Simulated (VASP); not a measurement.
# LiCuAuO2 (Cm) in VASP: equation of state

How stiff is LiCuAuO2 in PBE, and what volume does it want? The cell is scaled to several volumes.

All numbers are computed with VASP 6.6.1; they aren't measurements. Logs are shortened: lines on timing, memory, paths and dates and some standing lists are left out, and cuts for length are marked.

## Step 1: Starting point

It takes space group Cm (No. 8, monoclinic). Conventional cell: a = 5.670 Å, b = 3.312 Å, c = 7.567 Å, α = 90.00°, β = 105.62°, γ = 90.00°. Au (site symmetry m) is surrounded by 2 O at 1.99 to 2.17 Å. Around Cu (site symmetry m) lie 3 O at 1.90 Å. Around O (site symmetry m) lie 3 Cu at 1.90 Å and 1 Au at 2.17 Å. Around O (site symmetry m) lie 3 Li at 1.91 Å and 1 Au at 1.99 Å. Li (site symmetry m) has 3 O at 1.91 Å as nearest neighbours.

The cell comes from a database or a generator and needn't be the stable form of this composition.

## Step 2: Equation of state, PBE, 12.86 Å³/atom (volume scaled by 0.94)

Input file INCAR:

```
PREC     = Accurate       # precision mode
ENCUT    = 520            # plane-wave cutoff, eV
EDIFF    = 1E-7           # SCF threshold, eV
ISMEAR   = -1             # smearing method
SIGMA    = 0.05           # smearing width, eV
LREAL    = F              # projectors in reciprocal space
LASPH    = T              # aspherical terms in the spheres
NELM     = 100            # most SCF steps
ALGO     = Normal         # electronic algorithm
ISIF     = 2              # what is computed and relaxed
LWAVE    = F              # write WAVECAR
LCHARG   = F              # write CHGCAR
GGA      = PE             # functional
NBANDS   = 26             # bands
```

Input file KPOINTS:

```
Automatic mesh
0
Gamma
  9 9 4
```

Input file POSCAR:

```
LiCuAuO2
1.0
    2.7773085575     -1.6220924724      0.0000000000
    2.7773085575      1.6220924724      0.0000000000
   -1.9961827157      0.0000000000      7.1388043054
Au Cu O Li
1 1 2 1
Direct
    0.9837460000      0.9837460000      0.9482990000
    0.5381130000      0.5381130000      0.6386720000
    0.8780830000      0.8780830000      0.6511660000
    0.0804940000      0.0804940000      0.2214780000
    0.4258140000      0.4258140000      0.2487190000
```

Potentials or basis: VASP PAW PBE potentials, release 64 (Au, Cu, O, Li_sv).

Command:

```bash
cat potpaw_PBE.64/Au/POTCAR potpaw_PBE.64/Cu/POTCAR potpaw_PBE.64/O/POTCAR potpaw_PBE.64/Li_sv/POTCAR > POTCAR
mpirun -np 1 vasp_std > vasp.out
```

OUTCAR:

```text
PREC = Accurate
   ENCUT = 520
   EDIFF = 1E-7
   ISMEAR = -1
   LREAL = F
   LASPH = T
   NELM = 100
   ISIF = 2
   GGA = PE

 Found     95 irreducible k-points:

 Following reciprocal coordinates:
            Coordinates               Weight
  0.000000  0.000000  0.000000      1.000000
  0.111111 -0.000000 -0.000000      4.000000
  0.222222  0.000000 -0.000000      4.000000
  0.333333 -0.000000 -0.000000      4.000000
  0.444444  0.000000 -0.000000      4.000000
  0.111111  0.111111 -0.000000      2.000000
   k-points           NKPTS =     95   k-points in BZ     NKDIM =     95   number of bands    NBANDS=     26
   number of dos      NEDOS =    301   number of ions     NIONS =      5
   total plane-waves  NPLWV =  32256
   dimension x,y,z NGX =    24 NGY =   24 NGZ =   56
   dimension x,y,z NGXF=    48 NGYF=   48 NGZF=  112
   ions per type =               1   1   2   1
   NGX,Y,Z   is equivalent  to a cutoff of  12.41, 12.41, 12.56 a.u.
   NGXF,Y,Z  is equivalent  to a cutoff of  24.81, 24.81, 25.12 a.u.
 SYSTEM =  unknown system
   PREC   = accura    normal or accurate (medium, high low for compatibility)
   ISTART =      0    job   : 0-new  1-cont  2-samecut
   ICHARG =      2    charge: 1-file 2-atom 10-const
   ISPIN  =      1    spin polarized calculation?
   LNONCOLLINEAR =      F non collinear calculations
   LSORBIT =      F    spin-orbit coupling
   LASPH  =      T    aspherical Exc in radial PAW
   ENCUT  =  520.0 eV  38.22 Ry    6.18 a.u.   5.98  5.98 13.78*2*pi/ulx,y,z
   NELM   =    100;   NELMIN=  2; NELMDL= -5     # of ELM steps
   EDIFF  = 0.1E-06   stopping-criterion for ELM
   LREAL  =      F    real-space projection
   EDIFFG = 0.1E-05   stopping-criterion for IOM
   NSW    =      0    number of steps for IOM
   IBRION =     -1    ionic relax: 0-MD 1-quasi-New 2-CG
   NFREE  =      0    steps in history (QN), initial steepest desc. (CG)
   ISIF   =      2    stress and relaxation
   ISYM   =      2    0-nonsym 1-usesym 2-fastsym
   POTIM  = 0.5000    time-step for ionic-motion
   TEBEG  =    0.0;   TEEND  =   0.0 temperature during run
   PSTRESS=    0.0 pullay stress
   NELECT =      37.0000    total number of electrons
   NUPDOWN=      -1.0000    fix difference up-down
   EMIN   =  10.00;   EMAX   =-10.00  energy-range for DOS
   EFERMI =   0.00;   METHOD = LEGACY
   ISMEAR =    -1;   SIGMA  =   0.05  broadening in eV -4-tet -1-fermi 0-gaus
   EFERMI_NEDOS =   21; number of points for ismear=-14 and -15
   IALGO  =     38    algorithm
   IMIX   =      4    mixing-type and parameters
     AMIX     =   0.40;   BMIX     =  1.00
     AMIX_MAG =   1.60;   BMIX_MAG =  1.00
  volume/ion in A,a.u.               =      12.86        86.81
  Fermi-wavevector in a.u.,A,eV,Ry     =   1.361519  2.572898 25.221578  1.853734
  Thomas-Fermi vector in A             =   2.488088
   LORBIT       =      0    0 simple, 1 ext, 2 COOP (PROOUT), +10 PAW based schemes
   GGA     = PE    functional components
   LHFCALC =     F    Hartree Fock is set to
   AEXX    =    0.0000 exact exchange contribution
   IVDW    =     0    specifies the selected vdW correction
   LEPSILON=     F    determine dielectric tensor
   LRPA    =     F    only Hartree local field effects (RPA)
 non-spin polarized calculation
  energy-cutoff  :      520.00
  volume of cell :       64.32
 maximum number of plane-waves:      1754
   NGX = 11   NGY = 11   NGZ = 27

 number of electron      37.0000012 magnetization

 Free energy of the ion-electron system (eV)
  ---------------------------------------------------
  ext. energy  EPLUGINS =         0.00000000
  ---------------------------------------------------
  free energy    TOTEN  =       -22.02007282 eV

  energy without entropy =      -21.99321118  energy(sigma->0) =      -22.00664200

 E-fermi :   3.5970     XC(G=0): -10.4221

 val. band max:        3.5889090002   @ k =   0.2222   0.1111   0.5000
 cond. band min:       3.5996623819   @ k =  -0.4444   0.3333   0.2500
 fundamental gap:      0.0107533817
[... 60 lines left out ...]
      5      -2.6553      2.00000
      6      -2.0232      2.00000
      7      -0.9604      2.00000
      8      -0.6142      2.00000
      9       0.1405      2.00000
     10       0.1735      2.00000
     11       0.8917      2.00000
     12       1.1285      2.00000
     13       1.6120      2.00000
     14       1.6705      2.00000
     15       2.2854      2.00000
     16       2.4815      2.00000
     17       2.9011      2.00000
     18       3.0822      1.99993
     19       3.3525      1.98507
     20       6.5121      0.00000
     21       8.5920      0.00000
     22      10.6797      0.00000
     23      11.5774      0.00000
     24      13.3472      0.00000
     25      14.8345      0.00000
     26      15.8279      0.00000

 k-point     5 :       0.4444    0.0000   -0.0000
  band No.  band energies     occupation
      1     -39.0418      2.00000
      2     -15.5715      2.00000
      3     -12.7989      2.00000
      4      -3.3685      2.00000
      5      -2.5876      2.00000
      6      -1.8388      2.00000
      7      -1.0376      2.00000
      8      -0.7834      2.00000
      9       0.1309      2.00000
     10       0.2336      2.00000
     11       1.1765      2.00000
     12       1.4196      2.00000
     13       1.5399      2.00000
     14       1.6266      2.00000
     15       2.3173      2.00000
     16       2.5299      2.00000
     17       2.8825      2.00000
     18       3.2138      1.99906
     19       3.3691      1.97924
     20       6.2052      0.00000
     21       8.2323      0.00000
     22      10.0467      0.00000
     23      11.9056      0.00000
     24      12.7773      0.00000
     25      14.3134      0.00000
     26      15.0353      0.00000

 k-point     6 :       0.1111    0.1111   -0.0000
  band No.  band energies     occupation
      1     -39.0533      2.00000
      2     -15.9605      2.00000
      3     -12.9053      2.00000
      4      -2.8844      2.00000
      5      -2.7006      2.00000
      6      -2.5046      2.00000
      7      -1.7302      2.00000
      8       0.0185      2.00000
      9       0.1815      2.00000
     10       0.1874      2.00000
     11       0.3593      2.00000
     12       0.5197      2.00000
     13       1.5574      2.00000
     14       1.6377      2.00000
     15       1.8052      2.00000
     16       3.2993      1.99482
     17       3.3537      1.98470
     18       4.0518      0.00022
     19       4.1952      0.00001
     20       5.1933      0.00000
     21       8.5153      0.00000
     22       9.2807      0.00000
     23      13.8013      0.00000
     24      15.6297      0.00000
     25      15.9888      0.00000
     26      17.0660      0.00000

 [... further k-points ...]

------------------------ aborting loop because EDIFF is reached ----------------------------------------

  FORCE on cell =-STRESS in cart. coord.  units (eV):
  Direction    XX          YY          ZZ          XY          YZ          ZX
  --------------------------------------------------------------------------------------
  -------------------------------------------------------------------------------------
  Total        2.6788275      2.8079677      2.9392655      0.0000000      0.0000000     -0.0432641
  in kB       66.7267712     69.9435178     73.2140086      0.0000000      0.0000000     -1.0776639
  external PRESSURE =      69.9614325 kB  Pullay stress =       0.0000000 kB

 VOLUME and BASIS-vectors are now :
 -----------------------------------------------------------------------------
  energy-cutoff  :      520.00
  volume of cell :       64.32
      direct lattice vectors                 reciprocal lattice vectors
     2.777308558 -1.622092472  0.000000000     0.180030411 -0.308243832  0.050340866
     2.777308558  1.622092472  0.000000000     0.180030411  0.308243832  0.050340866
    -1.996182716  0.000000000  7.138804305     0.000000000  0.000000000  0.140079481

 POSITION                                       TOTAL-FORCE (eV/Angst)
 -----------------------------------------------------------------------------------
      3.57135      0.00000      6.76972        -0.000793      0.000000     -0.168735
      1.71411      0.00000      4.55935        -0.036651      0.000000     -0.181179
      3.57757      0.00000      4.64855         0.010708      0.000000     -0.205379
      0.00500      0.00000      1.58109         0.012844      0.000000      0.472869
      1.86875      0.00000      1.77556         0.013893      0.000000      0.082424
 -----------------------------------------------------------------------------------
    total drift:                                0.000154     -0.000000      0.000945

  FREE ENERGIE OF THE ION-ELECTRON SYSTEM (eV)
  ---------------------------------------------------
  free  energy   TOTEN  =       -22.0200728246 eV

  energy  without entropy=      -21.9932111791  energy(sigma->0) =      -22.00664200
```

Wall time 83 s (1 thread of Intel Xeon 6975P-C (Granite Rapids), shared host); peak memory 0.31 GiB.

Results:

```
Free energy            : -22.0201 eV
Largest force          : 0.473 eV/Å
Band gap on the k mesh : none (metal or under the smearing width)
```

Caveat: the cutoff is under 1.25 times the usual one of these potentials, so pressure, stress and relaxed cells hold a basis-set (Pulay) error; an odd number of electrons without spin polarisation forces a metal; a magnetic or distorted state may lie lower; the run has no spin polarisation, though such a crystal can be magnetic; semilocal functionals often make such compounds metallic where correlation or magnetic order opens a gap, which also shifts bond lengths.

## Step 3: Equation of state, PBE, 13.14 Å³/atom (volume scaled by 0.96)

Input file INCAR:

```
SYSTEM = LiCuAuO2
  ALGO = Normal
  EDIFF = 1E-7
  ENCUT = 520
  GGA = PE
  ISIF = 2
  ISMEAR = -1
  LASPH = .TRUE.
  LCHARG = .FALSE.
  LREAL = .FALSE.
  LWAVE = .FALSE.
  NBANDS = 26
  NELM = 80
  PREC = Accurate
  SIGMA = 0.05
```

Input file KPOINTS:

```
k-points
0
G
  9 9 4
  0 0 0
```

POSCAR: that of step 2 with these lines changed.

```diff
@@ -2,5 +2,5 @@
 1.0
-    2.7773085575     -1.6220924724      0.0000000000
-    2.7773085575      1.6220924724      0.0000000000
-   -1.9961827157      0.0000000000      7.1388043054
+    2.7968677129     -1.6335160352      0.0000000000
+    2.7968677129      1.6335160352      0.0000000000
+   -2.0102408036      0.0000000000      7.1890792316
 Au Cu O Li
```

Potentials or basis: VASP PAW PBE potentials, release 64 (Au, Cu, O, Li_sv).

Command:

```bash
cat potpaw_PBE.64/Au/POTCAR potpaw_PBE.64/Cu/POTCAR potpaw_PBE.64/O/POTCAR potpaw_PBE.64/Li_sv/POTCAR > POTCAR
mpirun -np 1 vasp_std > vasp.out
```

Wall time 87 s (1 thread of Intel Xeon 6975P-C (Granite Rapids), shared host); peak memory 0.31 GiB.

It converged, with:

| Item | Value |
| --- | --- |
| Free energy | -22.0701 eV |
| Largest force | 0.212 eV/Å |
| Band gap on the k mesh | none (metal or under the smearing width) |

Caveat: the cutoff is under 1.25 times the usual one of these potentials, so pressure, stress and relaxed cells hold a basis-set (Pulay) error; an odd number of electrons without spin polarisation forces a metal; a magnetic or distorted state may lie lower; the run has no spin polarisation, though such a crystal can be magnetic; semilocal functionals often make such compounds metallic where correlation or magnetic order opens a gap, which also shifts bond lengths.

## Step 4: Equation of state, PBE, 13.41 Å³/atom (volume scaled by 0.98)

Input file INCAR:

```
SYSTEM = LiCuAuO2
PREC = Accurate ; ENCUT = 520
EDIFF = 1E-7 ; ISMEAR = -1
SIGMA = 0.05 ; LREAL = .FALSE.
LASPH = .TRUE. ; NELM = 60
ALGO = Normal ; ISIF = 2
LWAVE = .FALSE. ; LCHARG = .FALSE.
GGA = PE ; NBANDS = 26
```

Input file KPOINTS:

```
regular mesh
0
G
  9 9 4
  0 0 0
```

POSCAR: that of step 3 with these lines changed.

```diff
@@ -2,5 +2,5 @@
 1.0
-    2.7968677129     -1.6335160352      0.0000000000
-    2.7968677129      1.6335160352      0.0000000000
-   -2.0102408036      0.0000000000      7.1890792316
+    2.8161570653     -1.6447820191      0.0000000000
+    2.8161570653      1.6447820191      0.0000000000
+   -2.0241049714      0.0000000000      7.2386606551
 Au Cu O Li
```

Command:

```bash
cat potpaw_PBE.64/Au/POTCAR potpaw_PBE.64/Cu/POTCAR potpaw_PBE.64/O/POTCAR potpaw_PBE.64/Li_sv/POTCAR > POTCAR
mpirun -np 1 vasp_std > vasp.out
```

Wall time 86 s (1 thread of Intel Xeon 6975P-C (Granite Rapids), shared host); peak memory 0.31 GiB.

Results (log left out):

* Free energy: -22.0993 eV
* Largest force: 0.044 eV/Å
* Band gap on the k mesh: none (metal or under the smearing width)

Caveat: the cutoff is under 1.25 times the usual one of these potentials, so pressure, stress and relaxed cells hold a basis-set (Pulay) error; an odd number of electrons without spin polarisation forces a metal; a magnetic or distorted state may lie lower; the run has no spin polarisation, though such a crystal can be magnetic; semilocal functionals often make such compounds metallic where correlation or magnetic order opens a gap, which also shifts bond lengths.

## Step 5: Equation of state, PBE, 13.96 Å³/atom (volume scaled by 1.02)

Input file INCAR:

```
SYSTEM = LiCuAuO2
PREC = Accurate ; ENCUT = 520
EDIFF = 1E-7 ; ISMEAR = -1
SIGMA = 0.05 ; LREAL = .False.
LASPH = .True. ; NELM = 80
ALGO = Normal ; ISIF = 2
LWAVE = .False. ; LCHARG = .False.
GGA = PE ; NBANDS = 26
```

Input file KPOINTS:

```
Automatic mesh
0
Gamma
  9 9 4
  0 0 0
```

POSCAR: that of step 4 with these lines changed.

```diff
@@ -2,5 +2,5 @@
 1.0
-    2.8161570653     -1.6447820191      0.0000000000
-    2.8161570653      1.6447820191      0.0000000000
-   -2.0241049714      0.0000000000      7.2386606551
+    2.8539623424     -1.6668622648      0.0000000000
+    2.8539623424      1.6668622648      0.0000000000
+   -2.0512774080      0.0000000000      7.3358354809
 Au Cu O Li
```

Command:

```bash
cat potpaw_PBE.64/Au/POTCAR potpaw_PBE.64/Cu/POTCAR potpaw_PBE.64/O/POTCAR potpaw_PBE.64/Li_sv/POTCAR > POTCAR
mpirun -np 1 vasp_std > vasp.out
```

Run time: 2.5 min. Hardware: 1 thread of Intel Xeon 6975P-C (Granite Rapids), shared host; peak memory 0.34 GiB.

Results (log left out):

| Property | Result |
| --- | --- |
| Free energy | -22.1038 eV |
| Largest force | 0.438 eV/Å |
| Band gap on the k mesh | none (metal or under the smearing width) |

Caveat: the cutoff is under 1.25 times the usual one of these potentials, so pressure, stress and relaxed cells hold a basis-set (Pulay) error; an odd number of electrons without spin polarisation forces a metal; a magnetic or distorted state may lie lower; the run has no spin polarisation, though such a crystal can be magnetic; semilocal functionals often make such compounds metallic where correlation or magnetic order opens a gap, which also shifts bond lengths.

## Step 6: Equation of state, PBE, 14.23 Å³/atom (volume scaled by 1.04)

Input file INCAR:

```
SYSTEM = LiCuAuO2
PREC = Accurate
ENCUT = 520
EDIFF = 1E-7
ISMEAR = -1
SIGMA = 0.05
LREAL = .FALSE.
LASPH = .TRUE.
NELM = 100
ALGO = Normal
ISIF = 2
LWAVE = .FALSE.
LCHARG = .FALSE.
GGA = PE
NBANDS = 26
```

Input file KPOINTS:

```
regular mesh
0
G
  9 9 4
  0 0 0
```

POSCAR: that of step 5 with these lines changed.

```diff
@@ -2,5 +2,5 @@
 1.0
-    2.8539623424     -1.6668622648      0.0000000000
-    2.8539623424      1.6668622648      0.0000000000
-   -2.0512774080      0.0000000000      7.3358354809
+    2.8724950847     -1.6776863490      0.0000000000
+    2.8724950847      1.6776863490      0.0000000000
+   -2.0645977644      0.0000000000      7.3834721110
 Au Cu O Li
```

Potentials or basis: VASP PAW PBE potentials, release 64 (Au, Cu, O, Li_sv).

Command:

```bash
cat potpaw_PBE.64/Au/POTCAR potpaw_PBE.64/Cu/POTCAR potpaw_PBE.64/O/POTCAR potpaw_PBE.64/Li_sv/POTCAR > POTCAR
mpirun -np 1 vasp_std > vasp.out
```

It took 2.4 min on 1 thread of Intel Xeon 6975P-C (Granite Rapids), shared host; peak memory 0.34 GiB.

It converged, with:

* Free energy: -22.0832 eV
* Largest force: 0.615 eV/Å
* Band gap on the k mesh: none (metal or under the smearing width)

Caveat: the cutoff is under 1.25 times the usual one of these potentials, so pressure, stress and relaxed cells hold a basis-set (Pulay) error; an odd number of electrons without spin polarisation forces a metal; a magnetic or distorted state may lie lower; the run has no spin polarisation, though such a crystal can be magnetic; semilocal functionals often make such compounds metallic where correlation or magnetic order opens a gap, which also shifts bond lengths.

## Step 7: Equation of state, PBE, 14.51 Å³/atom (volume scaled by 1.06)

Input file INCAR:

```
SYSTEM = LiCuAuO2
  ALGO = Normal
  EDIFF = 1E-7
  ENCUT = 520
  GGA = PE
  ISIF = 2
  ISMEAR = -1
  LASPH = .TRUE.
  LCHARG = .FALSE.
  LREAL = .FALSE.
  LWAVE = .FALSE.
  NBANDS = 26
  NELM = 100
  PREC = Accurate
  SIGMA = 0.05
```

Input file KPOINTS:

```
k-points
0
G
  9 9 4
  0 0 0
```

POSCAR: that of step 6 with these lines changed.

```diff
@@ -2,5 +2,5 @@
 1.0
-    2.8724950847     -1.6776863490      0.0000000000
-    2.8724950847      1.6776863490      0.0000000000
-   -2.0645977644      0.0000000000      7.3834721110
+    2.8907917251     -1.6883725375      0.0000000000
+    2.8907917251      1.6883725375      0.0000000000
+   -2.0777484232      0.0000000000      7.4305018638
 Au Cu O Li
```

Command:

```bash
cat potpaw_PBE.64/Au/POTCAR potpaw_PBE.64/Cu/POTCAR potpaw_PBE.64/O/POTCAR potpaw_PBE.64/Li_sv/POTCAR > POTCAR
mpirun -np 1 vasp_std > vasp.out
```

Wall time 2.4 min (1 thread of Intel Xeon 6975P-C (Granite Rapids), shared host); peak memory 0.34 GiB.

It converged, with:

* Free energy: -22.0494 eV
* Largest force: 0.777 eV/Å
* Band gap on the k mesh: none (metal or under the smearing width)

Caveat: the cutoff is under 1.25 times the usual one of these potentials, so pressure, stress and relaxed cells hold a basis-set (Pulay) error; an odd number of electrons without spin polarisation forces a metal; a magnetic or distorted state may lie lower; the run has no spin polarisation, though such a crystal can be magnetic; semilocal functionals often make such compounds metallic where correlation or magnetic order opens a gap, which also shifts bond lengths.

## Step 8: Equation of state, PBE

Potentials or basis: VASP PAW PBE potentials, release 64 (Au, Cu, O, Li_sv).

No new run: the results of the series are fitted here.

What came out:

- Equilibrium volume: 13.72 Å³/atom
- Bulk modulus at fixed shape and positions: 95 GPa
- Pressure derivative of the bulk modulus: 4.9

Energy against volume, from the lowest point:
```tsv
volume (Å³/atom)	energy (meV/atom)
12.864	17.95
13.138	7.94
13.412	2.11
13.685	0.00
13.959	1.20
14.233	5.34
14.507	12.08
```

Caveat: the cutoff is under 1.25 times the usual one of these potentials, so pressure, stress and relaxed cells hold a basis-set (Pulay) error; the cell was scaled at fixed shape and fractional positions, which overstates the stiffness of a crystal with free parameters, most of all of layers and chains; the run has no spin polarisation, though such a crystal can be magnetic. The run has no spin-orbit coupling, so splittings on Au are missing.
